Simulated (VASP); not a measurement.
# Na2Sb with SCAN: from relaxation to properties

Aim: relax Na2Sb, then compute properties on the relaxed cell. The steps: rough relaxation of the start cell, relaxing cell and atoms (SCAN), second relaxation, density, ELF and potential (SCAN), band structure (SCAN), total and projected DOS (SCAN), volume scan with SCAN, fit for SCAN, electric field gradients (SCAN) and ionic relaxation at fixed cell (SCAN) with a changed input. The cell is generated by rule, not measured, and may not be a known phase. Left out of this account: at least 8 further runs (self-consistent run: it repeats an earlier run and gave the same numbers; phonons: its modes failed a check).

Program: VASP 6.6.1. Level of theory: SCAN; plane waves and PAW (Na_pv, Sb); invented cell. Results are calculated unless marked as measured.

## 1. Set-up

Before any relaxation, the start is as follows. The structure is hexagonal, space group P6/mmm (No. 191). Conventional cell: a = 5.145 Å, b = 5.145 Å, c = 3.215 Å, α = 90.00°, β = 90.00°, γ = 120.00°. Na has 5 Na at 2.97 to 3.22 Å and 6 Sb at 3.38 Å nearest. Nearest to Sb lie 2 Sb at 3.22 Å and 12 Na at 3.38 Å. Farther neighbours are not listed.

Coordinates:

```cif
data_structure
_symmetry_space_group_name_H-M 'P6/mmm'
_symmetry_Int_Tables_number 191
_cell_length_a 5.1454
_cell_length_b 5.1454
_cell_length_c 3.2152
_cell_angle_alpha 90.000
_cell_angle_beta 90.000
_cell_angle_gamma 120.000
_cell_volume 73.72
loop_
_atom_site_label
_atom_site_type_symbol
_atom_site_symmetry_multiplicity
_atom_site_Wyckoff_symbol
_atom_site_fract_x
_atom_site_fract_y
_atom_site_fract_z
_atom_site_occupancy
Na1 Na 2 c 0.33333 0.66667 0.00000 1
Sb1 Sb 1 b 0.00000 0.00000 0.50000 1
```

## 2. Rough relaxation of the start cell

The start is only an estimate, so a cheap relaxation brings it near a minimum before any careful run. SCAN adds the kinetic-energy density; it is numerically more delicate than r2SCAN.

INCAR

```
SYSTEM = Na2Sb
PREC = Normal
ENCUT = 400
EDIFF = 1E-05
NELM = 60
ISMEAR = 1
SIGMA = 0.2
LREAL = .FALSE.
ALGO = Normal
METAGGA = SCAN
LASPH = .TRUE.
NBANDS = 15
LORBIT = 11
LWAVE = .FALSE.
LCHARG = .FALSE.
IBRION = 2
NSW = 40
ISIF = 3
EDIFFG = -0.04
```

POSCAR

```
Na2Sb
1.0
    5.1453552400      0.0000000000      0.0000000000
   -2.5726776200      4.4560083500      0.0000000000
    0.0000000000      0.0000000000      3.2152087700
Na Sb
2 1
Direct
    0.3333333300      0.6666666700      0.0000000000
    0.6666666700      0.3333333300      0.0000000000
    0.0000000000      0.0000000000      0.5000000000
```

KPOINTS

```
Automatic mesh
0
Gamma
4 4 5
0 0 0
```

Potentials, in the order of the species: Na_pv and Sb (PBE family, release 64).

On the command line:

```sh
$ mpirun -np 1 vasp_std
```

Log:

```text
[banner, memory and clock lines left out]
running    1 mpi-ranks, on    1 nodes
 distrk:  each k-point on    1 cores,    1 groups
 distr:  one band on    1 cores,    1 groups

 POSCAR found type information on POSCAR NaSb
 POSCAR found :  2 types and       3 ions
|                                                                             |
|               ----> ADVICE to this user running VASP <----                  |
|                                                                             |
|     You enforced a specific xc type in the INCAR file but a different       |
|     [... a line on the potential file left out ...]
|     I HOPE YOU KNOW WHAT YOU ARE DOING!                                     |
|                                                                             |

 LDA part: xc-table for (None), standard interpolation
 POSCAR, INCAR and KPOINTS ok, starting setup
 FFT: planning ... GRIDC
 FFT: planning ... GRID_SOFT
 FFT: planning ... GRID
 WAVECAR not read
 entering main loop
       N       E                     dE             d eps       ncg     rms          rms(c)
DAV:   1     0.860851082590E+02    0.86085E+02   -0.89327E+03   360   0.108E+03
DAV:   2    -0.414986915481E+02   -0.12758E+03   -0.12582E+03   409   0.308E+02
DAV:   3    -0.480643842560E+02   -0.65657E+01   -0.65582E+01   444   0.793E+01
DAV:   4    -0.481552717849E+02   -0.90888E-01   -0.90861E-01   423   0.103E+01
DAV:   5    -0.481580693991E+02   -0.27976E-02   -0.27976E-02   481   0.174E+00    0.172E+00
DAV:   6    -0.467666222899E+02    0.13914E+01   -0.52677E-01   395   0.807E+00    0.124E+00
DAV:   7    -0.467510968486E+02    0.15525E-01   -0.22379E-01   360   0.426E+00    0.430E-01
DAV:   8    -0.467545073168E+02   -0.34105E-02   -0.87440E-03   451   0.857E-01    0.268E-01
DAV:   9    -0.467558327242E+02   -0.13254E-02   -0.28404E-03   388   0.578E-01    0.316E-02
DAV:  10    -0.467558135415E+02    0.19183E-04   -0.87662E-05   479   0.108E-01    0.241E-02
DAV:  11    -0.467557919425E+02    0.21599E-04   -0.53863E-05   388   0.853E-02    0.334E-03
DAV:  12    -0.467557973932E+02   -0.54507E-05   -0.20810E-06   243   0.223E-02
   1 F= -.46755797E+02 E0= -.46754876E+02  d E =-.467558E+02
 curvature:   0.00 expect dE= 0.000E+00 dE for cont linesearch  0.000E+00
 trial: gam= 0.00000 g(F)=  0.617E-43 g(S)=  0.105E-01 ort = 0.000E+00 (trialstep = 0.100E+01)
 search vector abs. value=  0.105E-01
 bond charge predicted
       N       E                     dE             d eps       ncg     rms          rms(c)
DAV:   1    -0.467835474565E+02   -0.27756E-01   -0.85531E-01   451   0.142E+01    0.108E+00
DAV:   2    -0.467688950648E+02    0.14652E-01   -0.37531E-02   388   0.306E+00    0.591E-01
DAV:   3    -0.467620880507E+02    0.68070E-02   -0.12919E-02   402   0.166E+00    0.723E-02
DAV:   4    -0.467619252233E+02    0.16283E-03   -0.63114E-04   416   0.310E-01    0.388E-02
DAV:   5    -0.467618220284E+02    0.10319E-03   -0.99448E-05   451   0.160E-01    0.816E-03
DAV:   6    -0.467618164140E+02    0.56144E-05   -0.42689E-06   194   0.195E-02
   2 F= -.46761816E+02 E0= -.46760488E+02  d E =-.601902E-02
[...]
3 F= -.46761435E+02 E0= -.46760021E+02  d E =-.563729E-02
[...]
4 F= -.46762577E+02 E0= -.46761051E+02  d E =-.677984E-02
[...]
5 F= -.46763211E+02 E0= -.46761728E+02  d E =-.741390E-02
 curvature:  -1.64 expect dE=-0.620E-03 dE for cont linesearch -0.593E-03
 ZBRENT: interpolating
 opt :   1.6015  next Energy=   -46.763400 (dE=-0.760E-02)
 bond charge predicted
       N       E                     dE             d eps       ncg     rms          rms(c)
DAV:   1    -0.467641889436E+02   -0.97906E-03   -0.30899E-02   451   0.266E+00    0.208E-01
DAV:   2    -0.467636332862E+02    0.55566E-03   -0.13285E-03   388   0.570E-01    0.113E-01
DAV:   3    -0.467631806912E+02    0.45260E-03   -0.39391E-04   416   0.303E-01    0.149E-02
DAV:   4    -0.467631445075E+02    0.36184E-04   -0.17344E-05   321   0.548E-02    0.749E-03
DAV:   5    -0.467631180845E+02    0.26423E-04   -0.34600E-06   180   0.317E-02    0.170E-03
DAV:   6    -0.467631166816E+02    0.14029E-05   -0.42433E-07   180   0.754E-03
   6 F= -.46763117E+02 E0= -.46761594E+02  d E =-.731929E-02
 curvature:  -0.52 expect dE=-0.244E-04 dE for cont linesearch -0.234E-04
 trial: gam= 0.00000 g(F)=  0.923E-43 g(S)=  0.468E-04 ort =-0.687E-03 (trialstep = 0.112E+01)
 search vector abs. value=  0.468E-04
 reached required accuracy - stopping structural energy minimisation
```

It took 1.7 min on 1 MPI rank of Intel Xeon Platinum 8488C (Sapphire Rapids), shared host; peak memory 0.14 GiB.

The logs omit lines about the potential files and the build; timing stands in the text.

Parts of OUTCAR (step 2):

```text
ion  position               nearest neighbor table
   1  0.333  0.667  0.000-
   2  0.667  0.333  0.000-
   3  0.000  0.000  0.500-

  LATTYP: Found a hexagonal cell.
 ALAT       =     5.1453552400
 C/A-ratio  =     0.6248759551

 Subroutine GETGRP returns: Found 24 space group operations
 (whereof 24 operations were pure point group operations)

The static configuration has the point symmetry D_6h.

 Found     12 irreducible k-points:

   k-points           NKPTS =     12   k-points in BZ     NKDIM =     12   number of bands    NBANDS=     15

   dimension x,y,z NGX =    28 NGY =   28 NGZ =   16
   dimension x,y,z NGXF=    56 NGYF=   56 NGZF=   32

   ENCUT  =  400.0 eV  29.40 Ry    5.42 a.u.   8.39  8.39  5.24*2*pi/ulx,y,z

   NELECT =      19.0000    total number of electrons

 k-points in reciprocal lattice and weights: Automatic mesh
   0.00000000  0.00000000  0.00000000       0.013
   0.25000000 -0.00000000  0.00000000       0.075
   0.50000000 -0.00000000  0.00000000       0.038
   0.25000000  0.25000000  0.00000000       0.075
   0.00000000  0.00000000  0.20000000       0.025
   0.25000000 -0.00000000  0.20000000       0.150
   0.50000000 -0.00000000  0.20000000       0.075
   0.25000000  0.25000000  0.20000000       0.150
   0.00000000  0.00000000  0.40000000       0.025
   0.25000000 -0.00000000  0.40000000       0.150
   0.50000000 -0.00000000  0.40000000       0.075
   0.25000000  0.25000000  0.40000000       0.150

 average (electrostatic) potential at core
       1 -51.8387       2 -51.8387       3 -93.3628

 E-fermi :   4.1772

 k-point     1 :       0.0000    0.0000    0.0000
  band No.  band energies     occupation
    ...
      6     -22.2231      2.00000
      7      -6.5833      2.00000
      8       1.9846      2.00000
      9       1.9847      2.00000
     10       4.1443      1.27434
     11       6.6941     -0.00000
     12       6.6950     -0.00000
     13       7.9184     -0.00000
     14       9.1225      0.00000
     15      11.2870      0.00000

 k-point     2 :       0.2500   -0.0000    0.0000
  band No.  band energies     occupation
    ...
      5     -22.2372      2.00000
      6     -22.2259      2.00000
      7      -6.4316      2.00000
      8       0.5954      2.00000
      9       1.7125      2.00000
     10       5.1154     -0.00000
     11       6.9478     -0.00000
     12       7.8470     -0.00000
     13       8.0098     -0.00000
     14      11.3022      0.00000
    ...

 k-point     3 :       0.5000   -0.0000    0.0000
  band No.  band energies     occupation
    ...
      5     -22.2325      2.00000
      6     -22.2303      2.00000
      7      -6.2631      2.00000
      8      -0.2361      2.00000
      9       1.4897      2.00000
     10       4.7295     -0.00067
     11       8.1080     -0.00000
     12       9.7383      0.00000
     13      10.2784      0.00000
     14      11.1573      0.00000
    ...

  Total       -0.0131112     -0.0131112     -0.0506460      0.0000000     -0.0000000     -0.0000000
  in kB       -0.2780163     -0.2780163     -1.0739238      0.0000000     -0.0000000     -0.0000000
  external PRESSURE =      -0.5433188 kB  Pullay stress =       0.0000000 kB

  energy-cutoff  :      400.00
  volume of cell :       75.56
      direct lattice vectors                 reciprocal lattice vectors
     5.156256310  0.000000000  0.000000000     0.193939157  0.111970824 -0.000000000
    -2.578128155  4.465448953  0.000000000     0.000000000  0.223941649  0.000000000
     0.000000000 -0.000000000  3.281578436     0.000000000 -0.000000000  0.304731403

 POSITION                                       TOTAL-FORCE (eV/Angst)
 -----------------------------------------------------------------------------------
     -0.00000      2.97697      0.00000        -0.000000     -0.000000      0.000000
      2.57813      1.48848      0.00000        -0.000000      0.000000     -0.000000
      0.00000     -0.00000      1.64079         0.000000     -0.000000      0.000000
 -----------------------------------------------------------------------------------
    total drift:                                0.000000      0.000000     -0.000000

  FREE ENERGIE OF THE ION-ELECTRON SYSTEM (eV)
  ---------------------------------------------------
  free  energy   TOTEN  =       -46.7631166816 eV

  energy  without entropy=      -46.7585472558  energy(sigma->0) =      -46.76159354

 reached required accuracy - stopping structural energy minimisation

 total charge
# of ion       s       p       d       tot
------------------------------------------
    1        0.067   5.984   0.000   6.051
    2        0.067   5.984   0.000   6.051
    3        1.127   1.285   0.011   2.424
--------------------------------------------------
tot          1.261  13.254   0.011  14.526

[... 3 further parts left out ...]
```

CONTCAR:

```
Na2Sb
   1.00000000000000
     5.1562563098635117    0.0000000000000000    0.0000000000000000
    -2.5781281549317558    4.4654489534344552    0.0000000000000000
     0.0000000000000000   -0.0000000000000000    3.2815784361116700
  Na              Sb
     2     1
Direct
     0.3333333300000021    0.6666666699999979    0.0000000000000000
     0.6666666699999979    0.3333333300000021    0.0000000000000000
     0.0000000000000000    0.0000000000000000    0.5000000000000000
```

This run has no spin polarisation. Its electron count is odd, so without a moment it is a metal by construction. The k-mesh is coarse for a metal. This relaxation is a rough one on cheap settings, only to bring the start near its minimum. The PAW data sets were made with PBE, which is usual practice but a small mismatch for other functionals. The run keeps the 24 symmetry operations of its start, so it cannot find a distortion of lower symmetry.

Relaxation path:

```tsv
step	energy less that of the first step (eV)	largest force (eV/Å)	pressure (GPa)	volume (Å³)
1	0.0000	0.0000	0.70	73.72
2	-0.0060	0.0000	0.46	74.87
3	-0.0056	0.0000	-0.33	76.28
4	-0.0068	0.0000	-0.20	75.81
5	-0.0074	0.0000	0.16	75.34
6	-0.0073	0.0000	-0.05	75.56
```

```tsv
conventional cell, symmetrised	before	after	change
a (Å)	5.145	5.156	+0.2 %
b (Å)	5.145	5.156	+0.2 %
c (Å)	3.215	3.282	+2.1 %
volume (Å³/atom)	24.57	25.19	+2.5 %
```

The relaxed structure:

```xyz
3
Lattice="5.1563 0.0000 0.0000 -2.5781 4.4654 0.0000 0.0000 0.0000 3.2816" Properties=species:S:1:pos:R:3 pbc="T T T"
Na    0.0000    2.9770    0.0000
Na    2.5781    1.4885    0.0000
Sb    0.0000    0.0000    1.6408
```

This step gave:

* electrons: 19
* bands: 15
* irreducible k-points: 12
* symmetry operations: 24
* free energy (TOTEN): -46.76 eV
* energy at zero smearing: -46.76 eV
* Fermi energy: 4.177 eV
* pressure: -0.05433 GPa
* metallic, judged on the points sampled: yes
* SCF cycles over all ionic steps: 43

It ends with forces that vanish by symmetry and a pressure of -0.05 GPa.

(Continued in part 2 of 5.)

[Lines on the potential files, build, host, timing and source positions are cut from VASP's logs without a mark.]

[Logs are printed without paths, hosts, clocks, repeated set-up lines and the standing remarks that a program may print on its own settings, such as how far it seeks lower states.]

[Hosts, paths, dates, database ids (printed as entryN), source tags and the programs' standing remarks are cut or masked in the printed files.]

[A measured line is paired with the nearest computed mode of its activity, which favours agreement.]

[In band tables of VASP the shares of atoms and orbitals are scaled to a sum of 1 inside the atoms' spheres.]
